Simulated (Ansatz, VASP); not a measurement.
# Fe3PO7 (Grattarolaite): VASP beside Ansatz

One calculation is typed for both programs; each brings its own data sets and cutoff. How far apart do they land? The structure shown is the end of the VASP relaxation below.

Calculated with Ansatz 0.2.0; plane waves, with VASP 6.6.1 beside it; single point at PBEsol, DFT+U, zone-centre phonons at PBEsol, DFT+U and electric field gradients at PBEsol, DFT+U.

In doubt: warnings of the run leave room for a lower electronic state, so energies may not be the lowest and differences between runs may mislead.

**1. The starting structure**

Symmetry: R3m, No. 160, trigonal system. The conventional cell has a = 8.026 Å, b = 8.026 Å, c = 6.885 Å, α = 90.00°, β = 90.00°, γ = 120.00°. Nearest to Fe lie 5 O at 1.90 to 2.19 Å. Nearest to P lie 4 O at 1.53 to 1.59 Å. Nearest to O lie 1 P at 1.59 Å and 3 Fe at 2.19 Å. O has 3 Fe at 1.91 to 1.92 Å nearest. Nearest to O lie 1 P at 1.53 Å and 1 Fe at 1.90 Å. Farther neighbours and most contacts between anions are not listed.

**2. VASP: relaxation, PBEsol, DFT+U**

This run makes the geometry at which the two programs are then compared.

Lines of VASP's logs that name or quote its potential files are left out, and so is its time.

INCAR

```
SYSTEM = Fe3PO7
PREC = Accurate
ENCUT = 520
EDIFF = 1E-06
NELM = 100
ISMEAR = 0
SIGMA = 0.05
LREAL = .FALSE.
ALGO = Normal
GGA = PS
NBANDS = 58
ISPIN = 2
MAGMOM = 3 3 3 0 0 0 0 0 0 0 0
LDAU = .TRUE.
LDAUTYPE = 2
LDAUL = 2 -1 -1
LDAUU = 4 0 0
LDAUJ = 0 0 0
LDAUPRINT = 1
LASPH = .TRUE.
LMAXMIX = 4
LORBIT = 11
LWAVE = .FALSE.
LCHARG = .FALSE.
KPAR = 8
IBRION = 2
NSW = 60
ISIF = 3
EDIFFG = -0.01
```

POSCAR

```
Fe3PO7
1.0
    4.0030000000      2.3111331276      2.2876666667
   -4.0030000000      2.3111331276      2.2876666667
    0.0000000000     -4.6222662551      2.2876666667
Fe P O
3 1 7
Direct
    0.5395000000      0.1485000000      0.5395000000
    0.5395000000      0.5395000000      0.1485000000
    0.1485000000      0.5395000000      0.5395000000
    0.0000000000      0.0000000000      0.0000000000
    0.2289000000      0.2289000000      0.2289000000
    0.3895000000      0.7668000000      0.3895000000
    0.3895000000      0.3895000000      0.7668000000
    0.7668000000      0.3895000000      0.3895000000
    0.8330000000      0.1440000000      0.8330000000
    0.8330000000      0.8330000000      0.1440000000
    0.1440000000      0.8330000000      0.8330000000
```

KPOINTS

```
Automatic mesh
0
Gamma
5 5 5
0 0 0
```

PAW data sets: Fe, P and O (PBE family, release 64).

On the command line:

```
mpirun -np 8 vasp_std
```

Numbers of over 12 decimals in the logs are rounded to 6 here.

Output:

```text
[banner, memory and clock lines left out]
running    8 mpi-ranks, on    1 nodes
 distrk:  each k-point on    1 cores,    8 groups
 distr:  one band on    1 cores,    1 groups

 POSCAR found type information on POSCAR FeP O
 POSCAR found :  3 types and      11 ions
|                                                                             |
|           W    W    AA    RRRRR   N    N  II  N    N   GGGG   !!!           |
|           W    W   A  A   R    R  NN   N  II  NN   N  G    G  !!!           |
|           W    W  A    A  R    R  N N  N  II  N N  N  G       !!!           |
|           W WW W  AAAAAA  RRRRR   N  N N  II  N  N N  G  GGG   !            |
|           WW  WW  A    A  R   R   N   NN  II  N   NN  G    G                |
|           W    W  A    A  R    R  N    N  II  N    N   GGGG   !!!           |
|                                                                             |
|     For optimal performance we recommend to set                             |
|       NCORE = 2 up to number-of-cores-per-socket                            |
|     NCORE specifies how many cores store one orbital (NPAR=cpu/NCORE).      |
|     This setting can greatly improve the performance of VASP for DFT.       |
|     The default, NCORE=1 might be grossly inefficient on modern             |
|     multi-core architectures or massively parallel machines. Do your        |
|     Unfortunately you need to use the default for GW and RPA                |
|     calculations (for HF NCORE is supported but not extensively tested      |
|     yet).                                                                   |
|                                                                             |

|                                                                             |
|               ----> ADVICE to this user running VASP <----                  |
|                                                                             |
|     You enforced a specific xc type in the INCAR file but a different       |
|     [... a line on the potential file left out ...]
|     I HOPE YOU KNOW WHAT YOU ARE DOING!                                     |
|                                                                             |

 LDA part: xc-table for (Slater+PW92), standard interpolation
 POSCAR, INCAR and KPOINTS ok, starting setup
 FFT: planning ... GRIDC
 FFT: planning ... GRID_SOFT
 FFT: planning ... GRID
 WAVECAR not read
 entering main loop
       N       E                     dE             d eps       ncg     rms          rms(c)
DAV:   1     0.829309839990E+03    0.82931E+03   -0.31026E+04  4408   0.132E+03
DAV:   2     0.328715760652E+02   -0.79644E+03   -0.70815E+03  4586   0.371E+02
DAV:   3    -0.924740231233E+02   -0.12535E+03   -0.11781E+03  4980   0.167E+02
DAV:   4    -0.977725119877E+02   -0.52985E+01   -0.52423E+01  5496   0.373E+01
DAV:   5    -0.979011664411E+02   -0.12865E+00   -0.12848E+00  5192   0.577E+00    0.535E+01
DAV:   6    -0.791295578883E+02    0.18772E+02   -0.92535E+01  6470   0.101E+02    0.728E+01
DAV:   7    -0.809230735433E+02   -0.17935E+01   -0.14809E+01  5598   0.306E+01    0.349E+01
DAV:   8    -0.806420545095E+02    0.28102E+00   -0.20160E+00  6664   0.125E+01    0.214E+01
DAV:   9    -0.804962900406E+02    0.14576E+00   -0.38918E-01  6590   0.103E+01    0.685E+00
DAV:  10    -0.805333592727E+02   -0.37069E-01   -0.10526E-01  5206   0.500E+00    0.853E-01
DAV:  11    -0.805305847690E+02    0.27745E-02   -0.25390E-02  5960   0.216E+00    0.378E-01
DAV:  12    -0.805312850592E+02   -0.70029E-03   -0.67670E-03  5376   0.411E-01    0.161E-01
DAV:  13    -0.805314311658E+02   -0.14611E-03   -0.60215E-04  5368   0.222E-01    0.111E-01
DAV:  14    -0.805314836058E+02   -0.52440E-04   -0.59443E-05  5270   0.726E-02    0.515E-02
DAV:  15    -0.805315120297E+02   -0.28424E-04   -0.24160E-05  6134   0.513E-02    0.187E-02
DAV:  16    -0.805315139170E+02   -0.18873E-05   -0.12492E-05  5272   0.333E-02    0.150E-02
DAV:  17    -0.805315138071E+02    0.10995E-06   -0.21740E-06  4310   0.148E-02
   1 F= -.80531514E+02 E0= -.80531514E+02  d E =-.805315E+02  mag=    15.0000
[... from here on, the cycles between the ionic steps are left out ...]
   3 F= -.80604762E+02 E0= -.80604762E+02  d E =-.732477E-01  mag=    15.0000
   4 F= -.80604809E+02 E0= -.80604809E+02  d E =-.732957E-01  mag=    15.0000
   5 F= -.80604694E+02 E0= -.80604694E+02  d E =0.115715E-03  mag=    15.0000
   6 F= -.80606903E+02 E0= -.80606903E+02  d E =-.209307E-02  mag=    15.0000
   7 F= -.80608286E+02 E0= -.80608286E+02  d E =-.138300E-02  mag=    15.0000
   8 F= -.80608366E+02 E0= -.80608366E+02  d E =-.146350E-02  mag=    15.0000
   9 F= -.80608818E+02 E0= -.80608818E+02  d E =-.452019E-03  mag=    15.0000
  10 F= -.80608854E+02 E0= -.80608854E+02  d E =-.487856E-03  mag=    15.0000
  11 F= -.80608917E+02 E0= -.80608917E+02  d E =-.627805E-04  mag=    15.0000
  12 F= -.80608937E+02 E0= -.80608937E+02  d E =-.826246E-04  mag=    15.0000
 curvature:  -0.40 expect dE=-0.767E-04 dE for cont linesearch -0.212E-09
 trial: gam= 0.74908 g(F)=  0.180E-03 g(S)=  0.135E-04 ort =-0.455E-06 (trialstep = 0.761E+00)
 search vector abs. value=  0.410E-03
 bond charge predicted
       N       E                     dE             d eps       ncg     rms          rms(c)
DAV:   1    -0.806089436384E+02   -0.62800E-05   -0.48864E-02  4410   0.910E-01    0.659E-02
DAV:   2    -0.806090393194E+02   -0.95681E-04   -0.96616E-04  5392   0.146E-01    0.404E-02
DAV:   3    -0.806090391286E+02    0.19084E-06   -0.14552E-05  5910   0.327E-02    0.237E-02
DAV:   4    -0.806090366767E+02    0.24519E-05   -0.53332E-06  5132   0.116E-02    0.136E-02
DAV:   5    -0.806090361724E+02    0.50424E-06   -0.20314E-06  3962   0.833E-03
  13 F= -.80609036E+02 E0= -.80609036E+02  d E =-.996369E-04  mag=    15.0000
 trial-energy change:   -0.000100  1 .order   -0.000098   -0.000147   -0.000049
 step:   1.1392(harm=  1.1392)  dis= 0.00225  next Energy=   -80.609047 (dE=-0.110E-03)
 reached required accuracy - stopping structural energy minimisation
```

Parts of OUTCAR (step 2):

```text
ion  position               nearest neighbor table
   1  0.539  0.148  0.539-   6 1.89   9 1.92   7 1.92   8 1.92   5 2.19
   2  0.539  0.539  0.148-   7 1.89  10 1.92   8 1.92   6 1.92   5 2.19
   3  0.148  0.539  0.539-   8 1.89  11 1.92   7 1.92   6 1.92   5 2.19
   4  0.000  0.000  0.000-   9 1.50  11 1.50  10 1.50   5 1.57
   5  0.229  0.229  0.229-   4 1.57   3 2.19   1 2.19   2 2.19
   6  0.389  0.767  0.389-   1 1.89   2 1.92   3 1.92
   7  0.389  0.389  0.767-   2 1.89   1 1.92   3 1.92
   8  0.767  0.389  0.389-   3 1.89   2 1.92   1 1.92
   9  0.833  0.144  0.833-   4 1.50   1 1.92
  10  0.833  0.833  0.144-   4 1.50   2 1.92
  11  0.144  0.833  0.833-   4 1.50   3 1.92

  LATTYP: Found a trigonal (rhomboedric) cell.
 ALAT       =     5.1573989676
 COS(alpha) =    -0.2048686873

 Subroutine GETGRP returns: Found  6 space group operations
 (whereof  6 operations were pure point group operations)

The static configuration has the point symmetry C_3v.

 Found     19 irreducible k-points:

   k-points           NKPTS =     19   k-points in BZ     NKDIM =     19   number of bands    NBANDS=     58

   dimension x,y,z NGX =    40 NGY =   40 NGZ =   40
   dimension x,y,z NGXF=    80 NGYF=   80 NGZF=   80

   ENCUT  =  520.0 eV  38.22 Ry    6.18 a.u.   9.59  9.59  9.59*2*pi/ulx,y,z

   NELECT =      71.0000    total number of electrons

 k-points in reciprocal lattice and weights: Automatic mesh
   0.00000000  0.00000000  0.00000000       0.008
   0.20000000 -0.00000000 -0.00000000       0.048
   0.40000000 -0.00000000 -0.00000000       0.048
   0.20000000  0.20000000 -0.00000000       0.048
   0.40000000  0.20000000 -0.00000000       0.096
  -0.40000000  0.20000000  0.00000000       0.096
  -0.20000000  0.20000000  0.00000000       0.048
   0.40000000  0.40000000 -0.00000000       0.048
  -0.40000000  0.40000000  0.00000000       0.048
[...]
0.40000000  0.40000000  0.40000000       0.016
  -0.40000000  0.40000000  0.40000000       0.048

atom =   1  type =  1  l = 2

 onsite density matrix

spin component  1

  1.0028 -0.0002 -0.0105 -0.0200  0.0013
 -0.0002  1.0086  0.0012 -0.0225 -0.0202
 -0.0105  0.0012  0.9963 -0.0021  0.0060
 -0.0200 -0.0225 -0.0021  1.0345 -0.0002
  0.0013 -0.0202  0.0060 -0.0002  1.0043

spin component  2

  0.1520 -0.0183 -0.0359 -0.0382  0.0049
 -0.0183  0.1545  0.0087 -0.0497 -0.0593
 -0.0359  0.0087  0.1323 -0.0151  0.0207
 -0.0382 -0.0497 -0.0151  0.2118 -0.0183
  0.0049 -0.0593  0.0207 -0.0183  0.1576

 occupancies and eigenvectors

  o =  0.0711  v =  0.0000  0.0000  0.0000  0.0000  0.0000  0.3081  0.6821 -0.0000  0.3938  0.5336      0.0000  0.0000  0.0000  0.0000  0.0000  0.0000  0.0000  0.0000  0.0000  0.0000
  o =  0.0920  v =  0.0000  0.0000  0.0000  0.0000  0.0000 -0.5520  0.1029 -0.7426 -0.1782  0.3187      0.0000  0.0000  0.0000  0.0000  0.0000  0.0000  0.0000  0.0000  0.0000  0.0000
  o =  0.1814  v =  0.0000  0.0000  0.0000  0.0000  0.0000 -0.6328  0.0724  0.6672 -0.1254  0.3653      0.0000  0.0000  0.0000  0.0000  0.0000  0.0000  0.0000  0.0000  0.0000  0.0000
  o =  0.2152  v =  0.0000  0.0000  0.0000  0.0000  0.0000 -0.3938  0.5336 -0.0000  0.3081 -0.6821      0.0000  0.0000  0.0000  0.0000  0.0000  0.0000  0.0000  0.0000  0.0000  0.0000
  o =  0.2485  v =  0.0000  0.0000  0.0000  0.0000  0.0000  0.2120  0.4839  0.0580 -0.8382 -0.1224      0.0000  0.0000  0.0000  0.0000  0.0000  0.0000  0.0000  0.0000  0.0000  0.0000
  o =  0.9795  v = -0.3110 -0.6781  0.0000 -0.3915 -0.5386  0.0000  0.0000  0.0000  0.0000  0.0000      0.0000  0.0000  0.0000  0.0000  0.0000  0.0000  0.0000  0.0000  0.0000  0.0000
  o =  0.9833  v = -0.5981  0.1193 -0.6827 -0.2067  0.3453  0.0000  0.0000  0.0000  0.0000  0.0000      0.0000  0.0000  0.0000  0.0000  0.0000  0.0000  0.0000  0.0000  0.0000  0.0000
  o =  1.0076  v =  0.5442 -0.1345 -0.7299  0.2330 -0.3142  0.0000  0.0000  0.0000  0.0000  0.0000      0.0000  0.0000  0.0000  0.0000  0.0000  0.0000  0.0000  0.0000  0.0000  0.0000
  o =  1.0212  v =  0.3915 -0.5386 -0.0000 -0.3110  0.6781  0.0000  0.0000  0.0000  0.0000  0.0000      0.0000  0.0000  0.0000  0.0000  0.0000  0.0000  0.0000  0.0000  0.0000  0.0000
  o =  1.0550  v = -0.3100 -0.4665  0.0358  0.8081  0.1790  0.0000  0.0000  0.0000  0.0000  0.0000      0.0000  0.0000  0.0000  0.0000  0.0000  0.0000  0.0000  0.0000  0.0000  0.0000

atom =   2  type =  1  l = 2

 onsite density matrix

spin component  1

  1.0050  0.0000  0.0000 -0.0203 -0.0000
  0.0000  1.0475 -0.0024 -0.0000 -0.0198
  0.0000 -0.0024  0.9963 -0.0000 -0.0121
 -0.0203 -0.0000 -0.0000  0.9956  0.0000
[...]
o =  0.9833  v = -0.5981 -0.1193  0.6827 -0.2067 -0.3453  0.0000  0.0000  0.0000  0.0000  0.0000      0.0000  0.0000  0.0000  0.0000  0.0000  0.0000  0.0000  0.0000  0.0000  0.0000
  o =  1.0076  v =  0.5442  0.1345  0.7299  0.2330  0.3142  0.0000  0.0000  0.0000  0.0000  0.0000      0.0000  0.0000  0.0000  0.0000  0.0000  0.0000  0.0000  0.0000  0.0000  0.0000
  o =  1.0212  v =  0.3915  0.5386  0.0000 -0.3110 -0.6781  0.0000  0.0000  0.0000  0.0000  0.0000      0.0000  0.0000  0.0000  0.0000  0.0000  0.0000  0.0000  0.0000  0.0000  0.0000
  o =  1.0550  v = -0.3100  0.4665 -0.0358  0.8081 -0.1790  0.0000  0.0000  0.0000  0.0000  0.0000      0.0000  0.0000  0.0000  0.0000  0.0000  0.0000  0.0000  0.0000  0.0000  0.0000

 average (electrostatic) potential at core
       1 -48.5388       2 -48.5388       3 -48.5388       4 -87.1275       5 -72.7003
       6 -71.6316       7 -71.6316       8 -71.6316       9 -72.1354      10 -72.1354
      11 -72.1354

 E-fermi :   2.2756

 spin component 1
 k-point     1 :       0.0000    0.0000    0.0000
  band No.  band energies     occupation
    ...
     39       1.1421      1.00000
     40       1.5720      1.00000
     41       1.6588      1.00000
     42       1.9200      1.00000
     43       1.9200      1.00000
     44       6.5046      0.00000
     45      10.6093      0.00000
     46      10.8181      0.00000
     47      10.8181      0.00000
     48      12.1520      0.00000
    ...

 k-point     2 :       0.2000   -0.0000   -0.0000
  band No.  band energies     occupation
    ...
     39       1.4270      1.00000
     40       1.4875      1.00000
     41       1.5120      1.00000
     42       1.8524      1.00000
     43       1.8674      1.00000
     44       7.0378      0.00000
     45      10.3771      0.00000
     46      10.8578      0.00000
     47      10.9609      0.00000
     48      11.9558      0.00000
    ...

 k-point     3 :       0.4000   -0.0000   -0.0000
  band No.  band energies     occupation
    ...
     39       1.2867      1.00000
     40       1.5159      1.00000
     41       1.5575      1.00000
     42       1.8880      1.00000
     43       1.9590      1.00000
     44       8.2328      0.00000
     45       9.5222      0.00000
     46      10.9129      0.00000
     47      11.2753      0.00000
     48      11.6922      0.00000
    ...

 k-point     4 :       0.2000    0.2000   -0.0000
  band No.  band energies     occupation
    ...
     39       1.4963      1.00000
     40       1.5793      1.00000
     41       1.6300      1.00000
     42       1.8609      1.00000
     43       1.8887      1.00000
     44       7.6990      0.00000
     45      10.3153      0.00000
     46      10.5647      0.00000
     47      10.9161      0.00000
     48      11.6711      0.00000
    ...

 k-point     5 :       0.4000    0.2000   -0.0000
  band No.  band energies     occupation
    ...
     39       1.3623      1.00000
     40       1.5260      1.00000
     41       1.6399      1.00000
     42       1.8469      1.00000
     43       1.9178      1.00000
     44       8.8293      0.00000
     45       9.4349      0.00000
     46      10.6975      0.00000
     47      10.9795      0.00000
     48      11.3796      0.00000
    ...

 k-point     6 :      -0.4000    0.2000    0.0000
  band No.  band energies     occupation
    ...
     39       1.1559      1.00000
     40       1.4273      1.00000
     41       1.5635      1.00000
     42       1.7082      1.00000
     43       1.8242      1.00000
     44       8.2112      0.00000
     45       9.9163      0.00000
     46      10.9604      0.00000
     47      11.3038      0.00000
     48      11.4296      0.00000
    ...

  Total        0.0354989      0.0354989      0.0088955      0.0000000      0.0000000      0.0000000
  in kB        0.4442051      0.4442051      0.1113111      0.0000000      0.0000000      0.0000000
  external PRESSURE =       0.3332404 kB  Pullay stress =       0.0000000 kB

  energy-cutoff  :      520.00
  volume of cell :      128.04
      direct lattice vectors                 reciprocal lattice vectors
     4.013135878  2.316985079  2.295005348     0.124590847  0.071932559  0.145242944
    -4.013135878  2.316985079  2.295005348    -0.124590847  0.071932559  0.145242944
     0.000000000 -4.633970159  2.295005348     0.000000000 -0.143865119  0.145242944

 POSITION                                       TOTAL-FORCE (eV/Angst)
 -----------------------------------------------------------------------------------
      1.56276     -0.90226      2.82228         0.005381     -0.003107      0.007676
      0.00000      1.80452      2.82228         0.000000      0.006213      0.007676
     -1.56276     -0.90226      2.82228        -0.005381     -0.003107      0.007676
      0.00000      0.00000      0.00057         0.000000      0.000000      0.003612
      0.00000      0.00000      1.58737         0.000000      0.000000      0.008402
     -1.52312      0.87937      3.54114        -0.002526      0.001458     -0.009189
      0.00000     -1.75874      3.54114         0.000000     -0.002916     -0.009189
      1.52312      0.87937      3.54114         0.002526      0.001458     -0.009189
      2.74343     -1.58392      4.15129        -0.006315      0.003646     -0.002492
      0.00000      3.16784      4.15129         0.000000     -0.007292     -0.002492
     -2.74343     -1.58392      4.15129         0.006315      0.003646     -0.002492
 -----------------------------------------------------------------------------------
    total drift:                               -0.000000      0.000000      0.004299

  FREE ENERGIE OF THE ION-ELECTRON SYSTEM (eV)
  ---------------------------------------------------
  free  energy   TOTEN  =       -80.6090361724 eV

  energy  without entropy=      -80.6090361724  energy(sigma->0) =      -80.60903617

 reached required accuracy - stopping structural energy minimisation

 total charge
# of ion       s       p       d       tot
------------------------------------------
    1        0.399   0.573   5.827   6.799
    2        0.399   0.573   5.827   6.799
    3        0.399   0.573   5.827   6.799
    4        0.906   1.505   0.000   2.411
    5        1.558   3.571   0.000   5.128
    6        1.552   3.482   0.000   5.034
    7        1.552   3.482   0.000   5.034
    8        1.552   3.482   0.000   5.034
    9        1.558   3.597   0.000   5.155
   10        1.558   3.597   0.000   5.155
   11        1.558   3.597   0.000   5.155
--------------------------------------------------
tot         12.992  28.032  17.480  58.504

 magnetization (x)
# of ion       s       p       d       tot
------------------------------------------
    1        0.027   0.065   4.232   4.325
    2        0.027   0.065   4.232   4.325
    3        0.027   0.065   4.232   4.325
    4        0.009   0.022   0.000   0.031
    5        0.016   0.142   0.000   0.158
    6        0.017   0.342   0.000   0.359
    7        0.017   0.342   0.000   0.359
    8        0.017   0.342   0.000   0.359
    9        0.011   0.111   0.000   0.122
   10        0.011   0.111   0.000   0.122
   11        0.011   0.111   0.000   0.122
--------------------------------------------------
tot          0.189   1.719  12.697  14.605

[... 6 further parts left out ...]
```

Experiment finds antiferromagnetic order in this phase (below 164 K, arxiv:1707.07433), so this ferromagnetic run describes another state. The run keeps the 6 symmetry operations of its start, so it cannot find a distortion of lower symmetry.

[end of part 1 of 3]

[Lines on the potential files, build, host, timing and source positions are cut from VASP's logs without a mark.]

[Logs are printed without paths, hosts, clocks, repeated set-up lines and the standing remarks that a program may print on its own settings, such as how far it seeks lower states.]

[Hosts, paths, dates, database ids (printed as entryN), source tags and the programs' standing remarks are cut or masked in the printed files.]
